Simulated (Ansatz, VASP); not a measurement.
# Cross-check of Ti (Titanium) between VASP and Ansatz, part 2 of 2

Aim: how closely do two programs agree when they are given the same cell, functional and k mesh? The cell is taken from a series of runs on this material, whose earlier steps may have relaxed, scaled, displaced or heated it; both programs get it as it stands.

VASP 6.6.1 and Ansatz 0.2.0.

So far: Starting point; Ansatz: zone-centre phonons, PBEsol.

## Step 3: VASP: zone-centre phonons, PBEsol

Level of this step: PBEsol; plane waves and PAW (Ti_sv) (VASP).

The same cell, functional, mesh and smearing now go to VASP, with its own data sets.

Lines of VASP's logs that name or quote its potential files are left out, and so is its time.

Contents of INCAR:

```
SYSTEM = Ti
PREC = Accurate
ENCUT = 500
EDIFF = 1E-08
NELM = 120
ISMEAR = 1
SIGMA = 0.2
LREAL = .FALSE.
ALGO = Normal
GGA = PS
NBANDS = 18
LASPH = .TRUE.
LORBIT = 11
LWAVE = .FALSE.
LCHARG = .FALSE.
ISIF = 2
IBRION = 8
GGA_COMPAT = .FALSE.
KPAR = 2
```

Contents of POSCAR:

```
Ti
1.0
    2.8134287054      0.0000000000      0.0000000000
   -1.4067143527      2.4365007306      0.0000000000
    0.0000000000      0.0000000000      4.7114319307
Ti
2
Direct
    0.3333333334      0.6666666668      0.2500000000
    0.6666666668      0.3333333334      0.7500000000
```

Contents of KPOINTS:

```
Automatic mesh
0
Gamma
18 18 12
0 0 0
```

The projector-augmented-wave data sets are Ti_sv (PBE family, release 64).

Started as:

```sh
> mpirun -np 2 vasp_std
```

Numbers of over 12 decimals in the logs are rounded to 6 here.

The program printed:

```text
[banner, memory and clock lines left out]
running    2 mpi-ranks, on    1 nodes
 distrk:  each k-point on    1 cores,    2 groups
 distr:  one band on    1 cores,    1 groups

 POSCAR found type information on POSCAR Ti
 POSCAR found :  1 types and       2 ions
|                                                                             |
|               ----> ADVICE to this user running VASP <----                  |
|                                                                             |
|     You enforced a specific xc type in the INCAR file but a different       |
|     [... a line on the potential file left out ...]
|     I HOPE YOU KNOW WHAT YOU ARE DOING!                                     |
|                                                                             |

 LDA part: xc-table for (Slater+PW92), standard interpolation
 POSCAR, INCAR and KPOINTS ok, starting setup
 FFT: planning ... GRIDC
 FFT: planning ... GRID_SOFT
 FFT: planning ... GRID
 WAVECAR not read
 entering main loop
       N       E                     dE             d eps       ncg     rms          rms(c)
DAV:   1     0.254108609419E+03    0.25411E+03   -0.12917E+04  9340   0.165E+03
DAV:   2     0.109996231388E+02   -0.24311E+03   -0.24002E+03  9470   0.451E+02
DAV:   3    -0.175615898972E+02   -0.28561E+02   -0.28234E+02 17556   0.127E+02
DAV:   4    -0.186625568488E+02   -0.11010E+01   -0.10998E+01 10614   0.263E+01
DAV:   5    -0.187137521038E+02   -0.51195E-01   -0.51188E-01 14502   0.409E+00    0.133E+01
DAV:   6    -0.166432421124E+02    0.20705E+01   -0.71820E+00 10952   0.289E+01    0.348E+00
DAV:   7    -0.166158757259E+02    0.27366E-01   -0.90433E-01 14204   0.744E+00    0.212E+00
DAV:   8    -0.166473896873E+02   -0.31514E-01   -0.23497E-01 10780   0.587E+00    0.759E-01
DAV:   9    -0.166383318991E+02    0.90578E-02   -0.52877E-02 11062   0.245E+00    0.800E-02
DAV:  10    -0.166387521722E+02   -0.42027E-03   -0.32914E-03 13886   0.388E-01    0.103E-01
DAV:  11    -0.166388072193E+02   -0.55047E-04   -0.22747E-04 10716   0.127E-01    0.386E-02
DAV:  12    -0.166387984863E+02    0.87331E-05   -0.46660E-05 11598   0.597E-02    0.514E-03
DAV:  13    -0.166387987607E+02   -0.27439E-06   -0.12058E-06 11468   0.992E-03    0.481E-04
DAV:  14    -0.166387989940E+02   -0.23327E-06   -0.19453E-07 14468   0.269E-03    0.760E-04
DAV:  15    -0.166387990244E+02   -0.30446E-07   -0.18374E-08  8378   0.113E-03    0.115E-04
DAV:  16    -0.166387990398E+02   -0.15396E-07   -0.20943E-09  5320   0.469E-04    0.645E-05
DAV:  17    -0.166387990359E+02    0.38885E-08   -0.47166E-10  5316   0.188E-04
   1 F= -.16638799E+02 E0= -.16640141E+02  d E =0.402524E-02
 Linear response reoptimize wavefunctions to high precision
DAV:   1    -0.166387990353E+02    0.60163E-09   -0.17318E-10  5344   0.960E-05
DAV:   2    -0.166387990353E+02   -0.25466E-10   -0.79307E-11  5228   0.629E-05
 Linear response DOF=           2
 Linear response progress:
  Degree of freedom:   1/  2
       N       E                     dE             d eps       ncg     rms          rms(c)
RMM:   1    -0.545163694426E+00   -0.54516E+00    0.29458E+01 41477   0.144E+02
RMM:   2    -0.520903328082E+00    0.24260E-01   -0.33325E-01 74978   0.468E+00    0.288E-01
RMM:   3    -0.518005040644E+00    0.28983E-02   -0.20869E-02 83480   0.124E+00    0.129E-01
RMM:   4    -0.518345960935E+00   -0.34092E-03   -0.77543E-03 98502   0.527E-01    0.193E-02
RMM:   5    -0.518925891032E+00   -0.57993E-03   -0.17881E-03104482   0.207E-01    0.117E-02
RMM:   6    -0.519162146014E+00   -0.23625E-03   -0.64488E-04102392   0.102E-01    0.136E-02
RMM:   7    -0.519768841884E+00   -0.60670E-03   -0.13297E-04 94255   0.514E-02    0.282E-03
RMM:   8    -0.519970644795E+00   -0.20180E-03   -0.45731E-05103701   0.277E-02    0.846E-04
RMM:   9    -0.519979907230E+00   -0.92624E-05   -0.71126E-06106398   0.142E-02    0.630E-04
RMM:  10    -0.520005637473E+00   -0.25730E-04   -0.48893E-06103067   0.757E-03    0.158E-04
RMM:  11    -0.520015201195E+00   -0.95637E-05   -0.36834E-06106106   0.431E-03    0.119E-04
RMM:  12    -0.520013535407E+00    0.16658E-05   -0.48733E-06105670   0.247E-03    0.621E-05
RMM:  13    -0.520013574129E+00   -0.38722E-07   -0.35024E-06108103   0.161E-03    0.505E-05
RMM:  14    -0.520010815541E+00    0.27586E-05   -0.42417E-06 98626   0.112E-03    0.980E-05
[...]
RMM:  18    -0.520013729395E+00   -0.28127E-06   -0.18194E-06 97118   0.424E-04    0.691E-06
RMM:  19    -0.520013908048E+00   -0.17865E-06   -0.12730E-06105060   0.360E-04    0.684E-06
RMM:  20    -0.520013890045E+00    0.18002E-07   -0.12808E-06106249   0.313E-04    0.519E-06
RMM:  21    -0.520013925248E+00   -0.35202E-07   -0.88344E-07 96644   0.283E-04    0.754E-06
RMM:  22    -0.520013826603E+00    0.98645E-07   -0.82652E-07 95378   0.260E-04    0.432E-06
RMM:  23    -0.520013753518E+00    0.73085E-07   -0.56123E-07105096   0.242E-04    0.415E-06
RMM:  24    -0.520013753617E+00   -0.98740E-10   -0.63462E-07102408   0.226E-04    0.377E-06
RMM:  25    -0.520013753758E+00   -0.14080E-09   -0.43456E-07101965   0.214E-04    0.415E-06
 first order change of Fermi-energy   0.63930E-04
 force on displaced ion       1 direction 1 :  -1.155  -0.000   0.000
 Linear response progress:
  Degree of freedom:   2/  2
       N       E                     dE             d eps       ncg     rms          rms(c)
RMM:   1    -0.705681316691E+00   -0.70568E+00    0.29069E+01 14257   0.144E+02
RMM:   2    -0.666524838744E+00    0.39156E-01   -0.33875E-01 26115   0.473E+00    0.303E-01
RMM:   3    -0.664187738287E+00    0.23371E-02   -0.26508E-02 28427   0.134E+00    0.136E-01
RMM:   4    -0.665507664834E+00   -0.13199E-02   -0.11032E-02 32697   0.597E-01    0.562E-02
RMM:   5    -0.665943209997E+00   -0.43555E-03   -0.20548E-03 30841   0.243E-01    0.213E-02
RMM:   6    -0.666544798854E+00   -0.60159E-03   -0.77830E-04 34986   0.126E-01    0.111E-02
RMM:   7    -0.666911698585E+00   -0.36690E-03   -0.12192E-04 34710   0.556E-02    0.700E-03
RMM:   8    -0.667470256414E+00   -0.55856E-03   -0.29238E-05 31371   0.327E-02    0.247E-03
RMM:   9    -0.667457939981E+00    0.12316E-04   -0.38903E-06 35298   0.165E-02    0.901E-04
RMM:  10    -0.667428371135E+00    0.29569E-04   -0.28146E-07 34159   0.902E-03    0.384E-04
RMM:  11    -0.667436187259E+00   -0.78161E-05    0.22209E-07 36451   0.522E-03    0.236E-04
RMM:  12    -0.667443035859E+00   -0.68486E-05   -0.12268E-06 34440   0.321E-03    0.771E-05
RMM:  13    -0.667447987177E+00   -0.49513E-05   -0.84757E-07 35537   0.215E-03    0.127E-04
RMM:  14    -0.667444601059E+00    0.33861E-05    0.15361E-06 34709   0.149E-03    0.207E-05
RMM:  15    -0.667445179794E+00   -0.57873E-06   -0.26858E-06 36607   0.109E-03    0.237E-05
RMM:  16    -0.667445245892E+00   -0.66098E-07   -0.15794E-06 35981   0.839E-04    0.289E-05
RMM:  17    -0.667444818120E+00    0.42777E-06   -0.11426E-06 34938   0.693E-04    0.424E-05
RMM:  18    -0.667444797327E+00    0.20793E-07   -0.11407E-06 35132   0.589E-04    0.467E-05
RMM:  19    -0.667444757192E+00    0.40135E-07   -0.90120E-07 33681   0.520E-04    0.550E-05
RMM:  20    -0.667444850909E+00   -0.93717E-07   -0.13511E-06 36974   0.463E-04    0.573E-05
RMM:  21    -0.667444909810E+00   -0.58901E-07   -0.11528E-06 34496   0.421E-04    0.584E-05
RMM:  22    -0.667444976800E+00   -0.66990E-07   -0.10783E-06 33329   0.389E-04    0.590E-05
 first order change of Fermi-energy  -0.26408E-03
 force on displaced ion       1 direction 3 :  -0.000   0.000  -4.040
 Linear response finished
```

Parts of OUTCAR (step 3):

```text
ion  position               nearest neighbor table
   1  0.333  0.667  0.250-   2 2.86   2 2.86   2 2.86   2 2.86   2 2.86   2 2.86
   2  0.667  0.333  0.750-   1 2.86   1 2.86   1 2.86   1 2.86   1 2.86   1 2.86

  LATTYP: Found a hexagonal cell.
 ALAT       =     2.8134287054
 C/A-ratio  =     1.6746228265

 Subroutine GETGRP returns: Found 24 space group operations
 (whereof 12 operations were pure point group operations)

The static configuration has the point symmetry D_3d.
 The point group associated with its full space group is D_6h.

 Found    259 irreducible k-points:

   k-points           NKPTS =    259   k-points in BZ     NKDIM =    259   number of bands    NBANDS=     18

   dimension x,y,z NGX =    24 NGY =   24 NGZ =   36
   dimension x,y,z NGXF=    48 NGYF=   48 NGZF=   72

   ENCUT  =  500.0 eV  36.75 Ry    6.06 a.u.   5.13  5.13  8.59*2*pi/ulx,y,z

   NELECT =      24.0000    total number of electrons

 k-points in reciprocal lattice and weights: Automatic mesh
   0.00000000  0.00000000  0.00000000       0.000
   0.05555556  0.00000000  0.00000000       0.002
   0.11111111  0.00000000  0.00000000       0.002
   0.16666667  0.00000000  0.00000000       0.002
   0.22222222  0.00000000  0.00000000       0.002
   0.27777778  0.00000000  0.00000000       0.002
   0.33333333  0.00000000  0.00000000       0.002
   0.38888889 -0.00000000  0.00000000       0.002
   0.44444444  0.00000000  0.00000000       0.002
[...]
0.33333333  0.27777778  0.50000000       0.003
   0.33333333  0.33333333  0.50000000       0.001

 average (electrostatic) potential at core
       1 -71.3217       2 -71.3217

  Total        1.2181456      1.2181456     -0.0748058      0.0000000      0.0000000      0.0000000
  in kB       60.4302527     60.4302527     -3.7109949      0.0000000      0.0000000      0.0000000
  external PRESSURE =      39.0498369 kB  Pullay stress =       0.0000000 kB

  energy-cutoff  :      500.00
  volume of cell :       32.30
      direct lattice vectors                 reciprocal lattice vectors
     2.813428705  0.000000000  0.000000000     0.355438188  0.205212333  0.000000000
    -1.406714353  2.436500731  0.000000000     0.000000000  0.410424667  0.000000000
     0.000000000  0.000000000  4.711431931     0.000000000  0.000000000  0.212249697

 POSITION                                       TOTAL-FORCE (eV/Angst)
 -----------------------------------------------------------------------------------
      0.00000      1.62433      1.17786         0.000000      0.000000      0.000000
      1.40671      0.81217      3.53357        -0.000000      0.000000      0.000000
 -----------------------------------------------------------------------------------
    total drift:                               -0.000000     -0.000000      0.000000

 Eigenvectors and eigenvalues of the dynamical matrix
 ----------------------------------------------------

   1 f  =    6.421761 THz    40.349112 2PiTHz  214.206875 cm-1    26.558256 meV
             X         Y         Z           dx          dy          dz
      0.000000  1.624334  1.177858     0.000000    0.000000    0.707107
      1.406714  0.812167  3.533574     0.000000    0.000000   -0.707107

   2 f  =    3.434058 THz    21.576821 2PiTHz  114.547836 cm-1    14.202115 meV
             X         Y         Z           dx          dy          dz
      0.000000  1.624334  1.177858     0.707107    0.000000    0.000000
      1.406714  0.812167  3.533574    -0.707107    0.000000    0.000000

   3 f  =    3.434058 THz    21.576821 2PiTHz  114.547836 cm-1    14.202115 meV
             X         Y         Z           dx          dy          dz
      0.000000  1.624334  1.177858     0.000000    0.707107    0.000000
      1.406714  0.812167  3.533574     0.000000   -0.707107   -0.000000

   4 f  =    0.000000 THz     0.000000 2PiTHz    0.000000 cm-1     0.000000 meV
             X         Y         Z           dx          dy          dz
      0.000000  1.624334  1.177858     0.000000   -0.688052   -0.163049
      1.406714  0.812167  3.533574     0.000000   -0.688052   -0.163049

   5 f  =    0.000000 THz     0.000000 2PiTHz    0.000000 cm-1     0.000000 meV
             X         Y         Z           dx          dy          dz
      0.000000  1.624334  1.177858     0.707107    0.000000    0.000000
      1.406714  0.812167  3.533574     0.707107    0.000000    0.000000

   6 f/i=    0.000000 THz     0.000000 2PiTHz    0.000002 cm-1     0.000000 meV
             X         Y         Z           dx          dy          dz
      0.000000  1.624334  1.177858     0.000000    0.163049   -0.688052
      1.406714  0.812167  3.533574     0.000000    0.163049   -0.688052

 ELASTIC MODULI CONTR FROM IONIC RELAXATION (kBar)
 Direction    XX          YY          ZZ          XY          YZ          ZX
 --------------------------------------------------------------------------------
 XX        -126.3297    126.3297     -0.0000      0.0000      0.0000      0.0000
 YY         126.3297   -126.3297      0.0000     -0.0000      0.0000      0.0000
 ZZ          -0.0000      0.0000     -0.0000      0.0000      0.0000      0.0000
 XY           0.0000     -0.0000      0.0000   -126.3297      0.0000      0.0000
 YZ           0.0000      0.0000      0.0000      0.0000      0.0000      0.0000
 ZX           0.0000      0.0000      0.0000      0.0000      0.0000      0.0000
 --------------------------------------------------------------------------------
```

## Step 4: Differences

Known differences besides the potentials themselves: the cutoff is 420 eV in Ansatz and 500 eV in VASP; Ansatz makes its cores anew for this functional, VASP keeps those of its PBE data sets. Total energies have different zeros and are not compared.

The two programs side by side:

| quantity | Ansatz | VASP | difference |
| --- | --- | --- | --- |
| optical mode 1 to 2 (cm⁻¹) | 114.8 | 114.5 | +0.21 % |
| optical mode 3 (cm⁻¹) | 214.5 | 214.2 | +0.13 % |

Modes are paired by rising frequency, not by their patterns, so a pair may set unlike modes beside each other; they are those without the splitting of longitudinal modes.

## Step 5: Outcome

| Property | Result |
| --- | --- |
| r.m.s. difference of the optical zone-centre modes, each program's sorted by frequency (zone-centre phonons, PBEsol) | 0.26 cm⁻¹ |

**Reading.** The r.m.s. difference of the optical zone-centre modes, each program's sorted by frequency is 0.26 cm⁻¹ (zone-centre phonons, PBEsol). How closely two codes agree says nothing of how well the functional describes the real material.

[Lines on the potential files, build, host, timing and source positions are cut from VASP's logs without a mark.]

[Logs are printed without paths, hosts, clocks, repeated set-up lines and the standing remarks that a program may print on its own settings, such as how far it seeks lower states.]

[Hosts, paths, dates, database ids (printed as entryN), source tags and the programs' standing remarks are cut or masked in the printed files.]
